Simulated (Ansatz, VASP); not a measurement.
## InSe in two plane-wave programs

One calculation is typed for both programs; each brings its own data sets. How far apart do they land? Of the first pair: The structure shown is the end of the Ansatz relaxation below.

Program: Ansatz 0.2.0. Level of theory: plane waves, with VASP 6.6.1 beside it; single point at LDA. Results are calculated unless marked as measured.

## (1) Set-up

The cell holds 4 atoms: 2 In and 2 Se. Cell: a = 3.952 Å, b = 3.952 Å, c = 34.100 Å, α = 90.0°, β = 90.0°, γ = 120.0°. Vacuum lies along c.

## (2) Ansatz: relaxation, LDA

Ansatz runs on its default PAW (the set named soft_2) files.

This run makes the geometry at which the two programs are then compared.

Contents of input.yaml:

```yaml
crystal:
  lattice:
    - [3.9522123494, 0.0, 0.0]
    - [-1.9761061747, 3.4227162957, 0.0]
    - [0.0, 0.0, 34.09996]
  atoms:
    - { symbol: In, position: [0.3333333333, 0.6666666667, 0.3627262132] }
    - { symbol: In, position: [0.3333333333, 0.6666666667, 0.2824358339] }
    - { symbol: Se, position: [0.6666666667, 0.3333333333, 0.4001264605] }
    - { symbol: Se, position: [0.6666666667, 0.3333333333, 0.2450355866] }
  periodic: [true, true, false]
kpoints:
  mp_grid: { grid: [9, 9, 1] }
hamiltonian:
  xc: lda
scf:
  occupations: { method: fixed }
output:
  forces: true
  stress: true
  eigenvalues: true
  write_density: true
  write_potential: true
  elf: true
  volumetric_format: npy
relax:
  adjacent_minimum: "off"
  f_tol: 0.001
  max_steps: 60
  cell: { stress_2d_tol: 0.002 }
```

Run with:

```
$ ansatz run input.yaml --threads 8 --pin off --max-ram 14336MiB --backend cpu --events-out ev --progress --plain --runs-dir out
```

Numbers of over 12 decimals in the logs are rounded to 6 here.

Log:

```text
Engine: ansatz 0.2.0, aarch64-unknown-linux-gnu
Pseudopotentials: kind: paw
Pseudopotential: In, paw, valence charge 13, recommended cutoff 420 eV (normal), In.paw.azcp
Pseudopotential: Se, paw, valence charge 16, recommended cutoff 420 eV (normal), Se.paw.azcp
Functional definition: SPW92
  exchange = slater_x
  correlation = pw_c
Crystal: 4 atoms, lattice volume = 461.280 Å³
Basis set: ecut = 420 eV, 9137 PW (Γ)
Bands: 35, of which v1, the nominal top of the filled ones, is band 29 counted from 1 (28 counted from 0)
Symmetry: 12 space group operations
Space group: P-6m2 (ITA 187), of the structure as read, at distance tolerance 7.7e-5 Å
k-points: 12 of 81 (time reversal used)
Non-local potential: In, projectors of the file, l = 0: 2, l = 1: 2, l = 2: 2, l = 3: 2
Non-local potential: Se, projectors of the file, l = 0: 2, l = 1: 2, l = 2: 3, l = 3: 1
PAW form: soft (Blöchl's): semilocal exchange-correlation on the pseudo side does not see the compensation charge
PAW frozen core: In, regenerated for the run's functional, and the local potential with it (the file was generated under x = pbe(κ = 0.804, μ = 0.219515), c = pbe(β = 0.066725))
PAW frozen core: Se, regenerated for the run's functional, and the local potential with it (the file was generated under x = pbe(κ = 0.804, μ = 0.219515), c = pbe(β = 0.066725))
PAW one-centre angular grid: In, 590 points (default); XC on 64 Gauss nodes
PAW one-centre angular grid: Se, 590 points (default); XC on 64 Gauss nodes
Initial density: superposition of atomic densities (neutral atoms: chi_scale 0, normalization atom), corrected by the library's trained network
Initial wavefunctions: pseudopotential atomic-orbital guess
Functional: x = slater, c = lda
SCF iter   1: F=—  HF=-21682.626721 eV  |F-HF|=—  |Δ(HF+E_count)|=         —  Δρ=3.55e-3  dr2=7.85e-2  ethr=1.77e-3  ⟨swp⟩=6.8  Hψ=1724  notcnv=0  defer=48
preconditioner: auto → Resta (q_TF=auto, 1.931 Å⁻¹)  ε∞=1.6  [insulator: Δε(μ)=1.663 eV  Ē_g=13.899 eV  n_scr=62 (ndim 8)  ℏωp=10.7 eV  f_vac=0.741  ε∞_Penn≈1.6  vacuum switching on, ρ_ref=1.4e-2 e/Å³]
SCF iter   2: F=—  HF=-21682.613406 eV  |F-HF|=—  |Δ(HF+E_count)|=   1.33e-2  Δρ=1.60e-3  dr2=3.17e-2  ethr=1.35e-4  ⟨swp⟩=3.9  Hψ=863  notcnv=0  defer=48
SCF iter   3: F=—  HF=-21682.608312 eV  |F-HF|=—  |Δ(HF+E_count)|=   5.09e-3  Δρ=8.39e-4  dr2=3.74e-3  ethr=5.46e-5  ⟨swp⟩=3.8  Hψ=663  notcnv=0  defer=48
SCF iter   4: F=—  HF=-21682.607891 eV  |F-HF|=—  |Δ(HF+E_count)|=   4.21e-4  Δρ=3.31e-4  dr2=3.48e-4  ethr=6.45e-6  ⟨swp⟩=2.9  Hψ=651  notcnv=0  defer=48
SCF iter   5: F=—  HF=-21682.607884 eV  |F-HF|=—  |Δ(HF+E_count)|=   7.29e-6  Δρ=5.97e-5  dr2=1.21e-5  ethr=6.01e-7  ⟨swp⟩=2.2  Hψ=616  notcnv=0  defer=48
SCF iter   6: F=—  HF=-21682.607923 eV  |F-HF|=—  |Δ(HF+E_count)|=   3.88e-5  Δρ=1.19e-5  dr2=5.62e-7  ethr=2.09e-8  ⟨swp⟩=3.3  Hψ=898  notcnv=0  defer=48
iter 7 did not close the SCF: its close was put off until two iterations running show no level that it waits for move by more than its bar (scf_convergence_deferred on its scf_iter line)
SCF iter   7: F=-21682.607923 eV  HF=-21682.607923 eV  |F-HF|=4.21e-9  |Δ(HF+E_count)|=   1.11e-7  Δρ=2.29e-6  dr2=2.31e-8  ethr=1.72e-10  ⟨swp⟩=30.2  Hψ=5018  notcnv=0
iter 8 did not close the SCF: its close was put off until two iterations running show no level that it waits for move by more than its bar (scf_convergence_deferred on its scf_iter line)
SCF iter   8: F=-21682.607923 eV  HF=-21682.607923 eV  |F-HF|=7.71e-10  |Δ(HF+E_count)|=   4.29e-9  Δρ=4.39e-7  dr2=9.38e-10  ethr=3.98e-11  ⟨swp⟩=8.1  Hψ=2792  notcnv=0
[...]
SCF 1 converged in 9 iterations: F = -21682.607923 eV  dr2 = 9.11e-11
  greatest PAW one-centre occupation: 1.000 electrons in one spin orbital (limit 2), on the Se atom at site 2 (counted from 0), in its partial waves of l = 2
relax step   1: F+E_penalty+E_count = -21682.60792292 eV  Δ(F+E_penalty+E_count) = +0.000e0 eV  max|allowed force component| = 1.473e-3 eV/Å  Δτ_max = 0.0000 Å  P = -0.003 N/m  Ω = 461.280 Å³  fix = [c, alpha, beta]  reactions: c -0.000 N/m  (9 SCF iters, dr2 threshold 1.00e-7 eV, accepted)
Crystal: 4 atoms, lattice volume = 461.243 Å³
Initial density: handed on by an earlier stage of this run
Initial wavefunctions: those handed on with the density
[...]
SCF iter   1: F=—  HF=-21682.607887 eV  |F-HF|=—  |Δ(HF+E_count)|=         —  Δρ=1.08e-6  dr2=4.43e-9  ethr=2.05e-7  ⟨swp⟩=5.4  Hψ=3214  notcnv=0  defer=48
eigensolver tolerance schedule: the retry pair's looser diagonalisation over-reported the residual by 26889.43 of it (diagonalisation noise at an unbounded share of the residual, at the tolerance the schedule requests for it); recorded, not acted on — ethr = c·dr2/N_el stays at c = 1.0e-1
preconditioner: auto → Resta (q_TF=auto, 1.931 Å⁻¹)  ε∞=1.6  [insulator: Δε(μ)=1.672 eV  Ē_g=13.944 eV  n_scr=62 (ndim 8)  ℏωp=10.7 eV  f_vac=0.740  ε∞_Penn≈1.6  vacuum switching on, ρ_ref=1.4e-2 e/Å³]
SCF iter   2: F=—  HF=-21682.607924 eV  |F-HF|=—  |Δ(HF+E_count)|=   3.68e-5  Δρ=9.66e-7  dr2=9.43e-9  ethr=7.63e-12  ⟨swp⟩=6.2  Hψ=1661  notcnv=0  defer=48
SCF iter   3: F=—  HF=-21682.607924 eV  |F-HF|=—  |Δ(HF+E_count)|=   2.02e-9  Δρ=5.08e-7  dr2=8.27e-10  ethr=7.63e-12  ⟨swp⟩=3.2  Hψ=660  notcnv=0  defer=48
SCF iter   4: F=—  HF=-21682.607924 eV  |F-HF|=—  |Δ(HF+E_count)|=  2.55e-10  Δρ=3.65e-7  dr2=5.24e-10  ethr=1.43e-12  ⟨swp⟩=2.0  Hψ=473  notcnv=0  defer=48
SCF iter   5: F=—  HF=-21682.607924 eV  |F-HF|=—  |Δ(HF+E_count)|=  3.64e-12  Δρ=2.26e-7  dr2=1.93e-10  ethr=9.04e-13 (applied; sched 1.00e-12)  ⟨swp⟩=2.1  Hψ=583  notcnv=0  defer=48
SCF iter   6: F=—  HF=-21682.607924 eV  |F-HF|=—  |Δ(HF+E_count)|=  8.37e-11  Δρ=1.75e-7  dr2=1.13e-10  ethr=3.32e-13 (applied; sched 1.00e-12)  ⟨swp⟩=1.8  Hψ=508  notcnv=0  defer=48
SCF iter   7: F=—  HF=-21682.607924 eV  |F-HF|=—  |Δ(HF+E_count)|=  1.82e-11  Δρ=1.02e-7  dr2=3.74e-11  ethr=1.94e-13 (applied; sched 1.00e-12)  ⟨swp⟩=2.1  Hψ=616  notcnv=0  defer=48
SCF iter   8: F=—  HF=-21682.607924 eV  |F-HF|=—  |Δ(HF+E_count)|=  1.09e-11  Δρ=4.22e-8  dr2=6.92e-12  ethr=6.44e-14 (applied; sched 1.00e-12)  ⟨swp⟩=2.7  Hψ=650  notcnv=0  defer=48
SCF iter   9: F=—  HF=-21682.607924 eV  |F-HF|=—  |Δ(HF+E_count)|=  5.46e-11  Δρ=3.25e-8  dr2=4.10e-12  ethr=1.19e-14 (applied; sched 1.00e-12)  ⟨swp⟩=1.8  Hψ=526  notcnv=0  defer=48
SCF iter  10: F=-21682.607924 eV  HF=-21682.607924 eV  |F-HF|=4.37e-11  |Δ(HF+E_count)|=  6.18e-11  Δρ=3.48e-10  dr2=4.10e-16  ethr=1.00e-12  ⟨swp⟩=20.7  Hψ=3573  notcnv=0
SCF 4 converged in 10 iterations: F = -21682.607924 eV  dr2 = 4.10e-16
relax step   4: F+E_penalty+E_count = -21682.60792376 eV  Δ(F+E_penalty+E_count) = +1.188e-6 eV  max|allowed force component| = 1.022e-4 eV/Å  Δτ_max = 0.0000 Å  P = -0.001 N/m  Ω = 461.241 Å³  fix = [c, alpha, beta]  reactions: c -0.000 N/m  stress off target by 6.94e-4 N/m on what of the cell is left free  SCF on the basis re-selected at this cell (its energy is not comparable with the rows above)  (10 SCF iters)
basis re-selected at this cell: Δ(F+E_penalty+E_count) = +1.188e-6 eV, ΔP = +0.000 N/m vs the last step (what re-selecting the basis moved, of the pressure what is left beyond the Pulay correction that the steps carried, after the strain that the cell walked since its last selection, with what the two solves' SCF thresholds leave and, on support functions, any second-order correction that the steps lacked; it is no m [...]
WARN: The output density's exchange-correlation potential varies sharply where the density is thin. Do not read a vacuum level from v_tot or v_xc, or from such a field of the output density. On a cell that repeats whose density bears no net charge and no dipole along the vacuum's axis use v_es (v_loc + v_h of the components); under efield.dipole_correction with no amplitude use v_es + v_field, which holds any externa [...]
SCF converged after 10 iterations
Free energy (F): -21682.607924 eV
Harris-Foulkes:  -21682.607924 eV  (|F-HF|=4.37e-11)
Internal energy: -21682.607924 eV  (E = F + TS)
E sigma→0 (E₀):  -21682.607924 eV
Fermi energy:    -6.190620 eV
--- Per-component energies (eV) ---
  E_band       = -1651.654611
  E_kinetic    = 726.788057
  E_local      = -142297.525018  (includes V_loc(G=0)·N_el)
  E_nonlocal   = -437.926223
  E_hartree    = 70468.072891
  E_xc         = -633.966697
  E_vxc        = -398.827523  (∫ρ·V_xc dr)
  E_paw        = -11685.189645  (= ΣΔE_a)
  E_vpaw       = -180.308529  (= ΣTr[D̂ρ^β])
  E_aug_tail   = -0.001158  (compensation charges beyond the density's cutoff)
  E_ewald      = 62172.136072
  E_core_change = 5.003797  (= ΣΔE_core)
  E_smearing   = -0.000000  (= −TS)
  E_closure    = 0.000000  (closes the sum)
  Σ components = -21682.607924   (vs F -21682.607924, Δ=0.00e0)
--- Forces (eV/Å), atoms counted from 1 ---
  atom   1  In    -0.00000000     0.00000000     0.00010219
  atom   2  In    -0.00000000     0.00000000    -0.00010219
  atom   3  Se     0.00000000    -0.00000000    -0.00006855
  atom   4  Se     0.00000000    -0.00000000     0.00006855
  max |Σ_I F_I| component: 9.25e-18 eV/Å
--- 2D stress c σ (N/m, compression-positive) ---
       -0.000694       0.000000       0.000000
        0.000000      -0.000694       0.000000
        0.000000       0.000000       0.000000
  P = ½ c Tr σ = -0.0007 N/m
--- Band table (eV; the first three rows and the last of 12) ---
  k-point 0: bands = [... 25 lower, -6.5954, -6.5107, -6.5107, -6.2833, -4.5187, -3.3376, -1.0384 (-1.0384°), -1.0384 (-1.0384°), ... 2 higher]
  k-point 1: bands = [... 25 lower, -7.2089, -6.7610, -6.6562, -6.2078, -3.8861, -2.7013, -1.6754 (-1.6754°), -0.9078 (-0.9078°), ... 2 higher]
  k-point 2: bands = [... 25 lower, -7.9395, -7.1334, -6.9876, -6.2204, -3.3022, -3.0963, -1.3118 (-1.3118°), -1.1728 (-1.1727°), ... 2 higher]
  k-point 11: bands = [... 25 lower, -9.1084, -7.9988, -7.4936, -7.3358, -3.6800, -2.9050, -2.0906, -1.1624, ... 2 higher]
  ° read free of the cell's end (the report's vacuum.weakly_bound_levels)
--- Relaxed structure (3 steps of the walk, 2 accepted, 1 SCFs on fresh bases) ---
  F+E_penalty+E_count = -21682.60792376 eV   max|allowed force component| = 1.022e-4 eV/Å   (the final SCF, on the basis selected at the relaxed cell)
  cell:  # Å, volume = 461.2411 Å³
    - [3.952044, 0, 0.0]
    - [-1.976022, 3.422570, 0.0]
    - [0.0, 0.0, 34.09996]
  atoms:
    - { symbol: In, position: [0.333333, 0.666667, 0.362722] }
    - { symbol: In, position: [0.333333, 0.666667, 0.282440] }
    - { symbol: Se, position: [0.666667, 0.333333, 0.400127] }
    - { symbol: Se, position: [0.666667, 0.333333, 0.245035] }
```

The column dr2 measures how far the density is from self-consistency, as an energy; F and HF (Harris–Foulkes) agree once it is small.

## (3) VASP: single point, LDA, relaxed cell, pair 1

The same cell, functional (in two slightly different forms) and mesh now go to VASP, with its own data sets.

Lines of VASP's logs that name or quote its potential files are left out, and so is its time.

Contents of INCAR:

```
SYSTEM = InSe
PREC = Accurate
ENCUT = 400
EDIFF = 1E-06
NELM = 120
ISMEAR = 0
SIGMA = 0.01
LREAL = .FALSE.
ALGO = Normal
GGA = PW92
NBANDS = 25
LORBIT = 11
LWAVE = .FALSE.
LCHARG = .FALSE.
ISIF = 2
LDIPOL = .TRUE.
IDIPOL = 3
DIPOL = 0.5 0.5 0.323
LVHAR = .TRUE.
LASPH = .TRUE.
GGA_COMPAT = .FALSE.
EFERMI = MIDGAP
NELMDL = -8
KPAR = 2
```

Contents of POSCAR:

```
InSe
1.0
    3.9520437770      0.0000000000      0.0000000000
   -1.9760218885      3.4225703077      0.0000000000
    0.0000000000      0.0000000000     34.0999600000
In Se
2 2
Direct
    0.3333333333      0.6666666667      0.3627224838
    0.3333333333      0.6666666667      0.2824395633
    0.6666666666      0.3333333334      0.4001266645
    0.6666666666      0.3333333334      0.2450353826
```

Contents of KPOINTS:

```
Automatic mesh
0
Gamma
9 9 1
0 0 0
```

PAW data sets: In_d and Se (LDA family, release 64).

Run with:

```
$ mpirun -np 2 vasp_std
```

Log:

```text
[banner, memory and clock lines left out]
running    2 mpi-ranks, on    1 nodes
 distrk:  each k-point on    1 cores,    2 groups
 distr:  one band on    1 cores,    1 groups

 POSCAR found type information on POSCAR InSe
 POSCAR found :  2 types and       4 ions
|                                                                             |
|               ----> ADVICE to this user running VASP <----                  |
|                                                                             |
|     You enforced a specific xc type in the INCAR file but a different       |
|     [... a line on the potential file left out ...]
|     I HOPE YOU KNOW WHAT YOU ARE DOING!                                     |
|                                                                             |

 LDA part: xc-table for (Slater(with rela. corr.)+PW92), standard interpolation
 POSCAR, INCAR and KPOINTS ok, starting setup
 FFT: planning ... GRIDC
 FFT: planning ... GRID_SOFT
 FFT: planning ... GRID
 WAVECAR not read
 entering main loop
       N       E                     dE             d eps       ncg     rms          rms(c)
DAV:   1     0.277275591028E+03    0.27728E+03   -0.13457E+04   696   0.961E+02
DAV:   2     0.144868785799E+02   -0.26279E+03   -0.25930E+03   717   0.277E+02
DAV:   3    -0.160858585540E+02   -0.30573E+02   -0.30421E+02   789   0.119E+02
DAV:   4    -0.170071646814E+02   -0.92131E+00   -0.92016E+00   750   0.262E+01
DAV:   5    -0.170420571404E+02   -0.34892E-01   -0.34890E-01   940   0.437E+00
DAV:   6    -0.170429008250E+02   -0.84368E-03   -0.84368E-03   926   0.596E-01
DAV:   7    -0.170429119000E+02   -0.11075E-04   -0.11075E-04   934   0.593E-02
DAV:   8    -0.170429122281E+02   -0.32805E-06   -0.32807E-06   736   0.103E-02    0.713E+00
DAV:   9    -0.165768240764E+02    0.46609E+00   -0.94544E-01   804   0.158E+01    0.433E+00
DAV:  10    -0.165273551455E+02    0.49469E-01   -0.46825E-01   870   0.521E+00    0.775E-01
DAV:  11    -0.165206119904E+02    0.67432E-02   -0.49344E-02   925   0.270E+00    0.587E-01
DAV:  12    -0.165202706213E+02    0.34137E-03   -0.62376E-03   698   0.396E-01    0.200E-01
DAV:  13    -0.165201707711E+02    0.99850E-04   -0.56902E-04   875   0.282E-01    0.677E-02
DAV:  14    -0.165202652775E+02   -0.94506E-04   -0.19021E-04   721   0.952E-02    0.229E-02
[...]
DAV:  18    -0.165205981199E+02   -0.12217E-03   -0.23050E-05   554   0.164E-02    0.462E-03
DAV:  19    -0.165206166007E+02   -0.18481E-04   -0.11501E-06   605   0.411E-03    0.442E-03
DAV:  20    -0.165206369500E+02   -0.20349E-04   -0.60494E-07   480   0.584E-03    0.900E-04
DAV:  21    -0.165206465276E+02   -0.95776E-05   -0.32093E-07   538   0.233E-03    0.129E-03
DAV:  22    -0.165206524851E+02   -0.59575E-05   -0.12708E-07   489   0.188E-03    0.550E-04
DAV:  23    -0.165206545678E+02   -0.20827E-05   -0.15228E-07   503   0.104E-03    0.401E-04
DAV:  24    -0.165206564037E+02   -0.18359E-05   -0.46135E-08   473   0.124E-03    0.239E-04
DAV:  25    -0.165206569007E+02   -0.49700E-06   -0.78655E-09   413   0.493E-04
   1 F= -.16520657E+02 E0= -.16520657E+02  d E =0.000000E+00
```

From OUTCAR (step 3):

```text
ion  position               nearest neighbor table
   1  0.333  0.667  0.363-   3 2.61   3 2.61   3 2.61   2 2.74
   2  0.333  0.667  0.282-   4 2.61   4 2.61   4 2.61   1 2.74
   3  0.667  0.333  0.400-   1 2.61   1 2.61   1 2.61
   4  0.667  0.333  0.245-   2 2.61   2 2.61   2 2.61

  LATTYP: Found a hexagonal cell.
 ALAT       =     3.9520437770
 C/A-ratio  =     8.6284368099

 Subroutine GETGRP returns: Found 12 space group operations
 (whereof  6 operations were pure point group operations)

The static configuration has the point symmetry C_3v.
 The point group associated with its full space group is D_3h.

 Found     12 irreducible k-points:

   k-points           NKPTS =     12   k-points in BZ     NKDIM =     12   number of bands    NBANDS=     25

   dimension x,y,z NGX =    28 NGY =   28 NGZ =  224
   dimension x,y,z NGXF=    56 NGYF=   56 NGZF=  448

   ENCUT  =  400.0 eV  29.40 Ry    5.42 a.u.   6.44  6.44 55.61*2*pi/ulx,y,z

   NELECT =      38.0000    total number of electrons

 k-points in reciprocal lattice and weights: Automatic mesh
   0.00000000  0.00000000  0.00000000       0.012
   0.11111111  0.00000000  0.00000000       0.074
   0.22222222 -0.00000000  0.00000000       0.074
   0.33333333  0.00000000  0.00000000       0.074
   0.44444444 -0.00000000  0.00000000       0.074
   0.11111111  0.11111111  0.00000000       0.074
   0.22222222  0.11111111  0.00000000       0.148
   0.33333333  0.11111111  0.00000000       0.148
   0.44444444  0.11111111  0.00000000       0.074
   0.22222222  0.22222222  0.00000000       0.074
   0.33333333  0.22222222  0.00000000       0.148
   0.33333333  0.33333333  0.00000000       0.025

 dipolmoment           0.000000      0.000000      0.000004 electrons x Angstroem

 average (electrostatic) potential at core
       1-103.6775       2-103.6775       3 -67.3125       4 -67.3125

 E-fermi :  -2.9854

 k-point     1 :       0.0000    0.0000    0.0000
  band No.  band energies     occupation
    ...
     15      -4.2391      2.00000
     16      -4.2391      2.00000
     17      -4.1543      2.00000
     18      -4.1543      2.00000
     19      -3.9211      2.00000
     20      -2.1450      0.00000
     21      -0.9691      0.00000
     22       1.3158      0.00000
     23       1.3158      0.00000
     24       1.9149      0.00000
    ...

 k-point     2 :       0.1111    0.0000    0.0000
  band No.  band energies     occupation
    ...
     15      -4.9781      2.00000
     16      -4.8538      2.00000
     17      -4.4051      2.00000
     18      -4.3001      2.00000
     19      -3.8445      2.00000
     20      -1.5114      0.00000
     21      -0.3345      0.00000
     22       0.6837      0.00000
     23       1.4479      0.00000
     24       1.8584      0.00000
    ...

 k-point     3 :       0.2222   -0.0000    0.0000
  band No.  band energies     occupation
    ...
     15      -6.0790      2.00000
     16      -5.5834      2.00000
     17      -4.7782      2.00000
     18      -4.6322      2.00000
     19      -3.8550      2.00000
     20      -0.9255      0.00000
     21      -0.7366      0.00000
     22       1.0519      0.00000
     23       1.1851      0.00000
     24       1.6250      0.00000
    ...

  Total        0.0497558      0.0497558      0.0614148      0.0000000      0.0000000      0.0000000
  in kB        0.1728328      0.1728328      0.2133320      0.0000000      0.0000000      0.0000000
  external PRESSURE =       0.1863325 kB  Pullay stress =       0.0000000 kB

  energy-cutoff  :      400.00
  volume of cell :      461.24
      direct lattice vectors                 reciprocal lattice vectors
     3.952043777  0.000000000  0.000000000     0.253033634  0.146089037  0.000000000
    -1.976021889  3.422570308  0.000000000     0.000000000  0.292178074  0.000000000
     0.000000000  0.000000000 34.099960000     0.000000000  0.000000000  0.029325548

 POSITION                                       TOTAL-FORCE (eV/Angst)
 -----------------------------------------------------------------------------------
     -0.00000      2.28171     12.36882         0.000000      0.000000     -0.009471
     -0.00000      2.28171      9.63118        -0.000000     -0.000000      0.009471
      1.97602      1.14086     13.64430        -0.000000     -0.000000      0.024549
      1.97602      1.14086      8.35570        -0.000000      0.000000     -0.024549
 -----------------------------------------------------------------------------------
    total drift:                               -0.000001      0.000001      0.000036

  FREE ENERGIE OF THE ION-ELECTRON SYSTEM (eV)
  ---------------------------------------------------
  free  energy   TOTEN  =       -16.5206569007 eV

  energy  without entropy=      -16.5206569007  energy(sigma->0) =      -16.52065690

 vacuum level on the upper side and lower side of the slab         2.365         2.365

 total charge
# of ion       s       p       d       tot
------------------------------------------
    1        0.873   0.716   9.886  11.475
    2        0.873   0.716   9.886  11.475
    3        1.476   2.346   0.024   3.846
    4        1.476   2.346   0.024   3.846
--------------------------------------------------
tot          4.698   6.124  19.821  30.643

[... 3 further parts left out ...]
```

The run ends at a pressure of 0.02 GPa, with forces up to 0.025 eV/Å.

(Part 1 of 2 ends here.)

[Lines on the potential files, build, host, timing and source positions are cut from VASP's logs without a mark.]

[Logs are printed without paths, hosts, clocks, repeated set-up lines and the standing remarks that a program may print on its own settings, such as how far it seeks lower states.]

[Hosts, paths, dates, database ids (printed as entryN), source tags and the programs' standing remarks are cut or masked in the printed files.]
